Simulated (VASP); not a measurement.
These are PBEsol GGA, VASP's PBE PAW potentials (set 64) (plane waves; VASP) values and carry that method's errors.

A VASP calculation is set up with these files.

### KPOINTS
```
k-points along high-symmetry lines
15
Line-mode
Reciprocal
  0.000000   0.000000   0.000000 ! GAMMA
  0.500000   0.000000   0.500000 ! X

  0.500000   0.000000   0.500000 ! X
  0.625000   0.250000   0.625000 ! U

  0.375000   0.375000   0.750000 ! K
  0.000000   0.000000   0.000000 ! GAMMA

  0.000000   0.000000   0.000000 ! GAMMA
  0.500000   0.500000   0.500000 ! L

  0.500000   0.500000   0.500000 ! L
  0.500000   0.250000   0.750000 ! W

  0.500000   0.250000   0.750000 ! W
  0.500000   0.000000   0.500000 ! X
```

INCAR:
```
! general
SYSTEM  = PbSe
PREC    = Accurate
ENCUT   = 520
LREAL   = .FALSE.
LASPH   = .TRUE.
ICHARG  = 11

! electronic loop
EDIFF   = 1E-7
NELM    = 100
ALGO    = Normal
LMAXMIX = 4

! smearing
ISMEAR  = 0
SIGMA   = 0.05

! functional
GGA     = PS

! output
LWAVE   = .FALSE.
LCHARG  = .FALSE.
LORBIT  = 11
```

**POSCAR**
```
PbSe
1
    0.0000000000     3.0500380991     3.0500380991
    3.0500380991     0.0000000000     3.0500380991
    3.0500380991     3.0500380991     0.0000000000
Pb Se
1 1
Direct
  0.0000000000   0.0000000000   0.0000000000
  0.5000000000   0.5000000000   0.5000000000
```

POTCAR, in this order: Pb_d Se (PBE.64 set). Program: vasp_std. Read from the step before: CHGCAR.

Output

**OSZICAR**
```
       N       E                     dE             d eps       ncg     rms          rms(c)
DAV:   1     0.157666882279E+03    0.15767E+03   -0.97945E+03  2520   0.146E+03
DAV:   2     0.291488580464E+01   -0.15475E+03   -0.15136E+03  2658   0.356E+02
DAV:   3    -0.921111330845E+01   -0.12126E+02   -0.11867E+02  3384   0.104E+02
DAV:   4    -0.948375871926E+01   -0.27265E+00   -0.27246E+00  2746   0.185E+01
DAV:   5    -0.949288484955E+01   -0.91261E-02   -0.91260E-02  3486   0.332E+00
DAV:   6    -0.949329337356E+01   -0.40852E-03   -0.40852E-03  3366   0.593E-01
DAV:   7    -0.949329594206E+01   -0.25685E-05   -0.25688E-05  3570   0.496E-02
DAV:   8    -0.949329599412E+01   -0.52060E-07   -0.52331E-07  3060   0.705E-03
   1 F= -.94932960E+01 E0= -.94932578E+01  d E =-.764622E-04
```

File OUTCAR:
```
 val. band max:        5.0488234846   @ k =   0.5000   0.5000   0.5000

 cond. band min:       5.2160703788   @ k =   0.5000   0.5000   0.5000



 k-point     1 :       0.0000    0.0000    0.0000
  band No.  band energies     occupation
      1     -11.7233      2.00000
      2     -11.7232      2.00000
      3     -11.7232      2.00000
      4     -11.7222      2.00000
      5     -11.7222      2.00000
      6      -8.6556      2.00000
      7      -1.2747      2.00000
      8       3.1223      2.00000
      9       3.1223      2.00000
     10       3.1223      2.00000
     11       9.7402      0.00000
     12       9.7402      0.00000
     13       9.7402      0.00000
     14      11.4660      0.00000

 k-point     2 :       0.0357    0.0000    0.0357
  band No.  band energies     occupation
      1     -11.7235      2.00000
      2     -11.7230      2.00000
      3     -11.7227      2.00000
      4     -11.7227      2.00000
      5     -11.7219      2.00000
      6      -8.6421      2.00000
      7      -1.3225      2.00000
      8       3.1021      2.00000
      9       3.1021      2.00000
     10       3.2055      2.00000
     11       9.4517      0.00000
     12       9.7118      0.00000
     13       9.7118      0.00000
     14      11.3250      0.00000

 k-point     3 :       0.0714    0.0000    0.0714
  band No.  band energies     occupation
      1     -11.7255      2.00000
      2     -11.7242      2.00000
      3     -11.7212      2.00000
      4     -11.7210      2.00000
      5     -11.7210      2.00000
      6      -8.6018      2.00000
      7      -1.4529      2.00000
      8       3.0430      2.00000
      9       3.0430      2.00000
     10       3.4361      2.00000
     11       8.7850      0.00000
     12       9.6501      0.00000
     13       9.6501      0.00000
     14      11.0153      0.00000

 k-point     4 :       0.1071    0.0000    0.1071
  band No.  band energies     occupation
      1     -11.7301      2.00000
...
```

The density is held fixed in this step, so its total energy and stress have no physical meaning. Unless said otherwise, spin-orbit coupling is left out, though it shifts the bands of the heavy elements here.

The compound is PbSe in the rock salt structure. It was relaxed first.
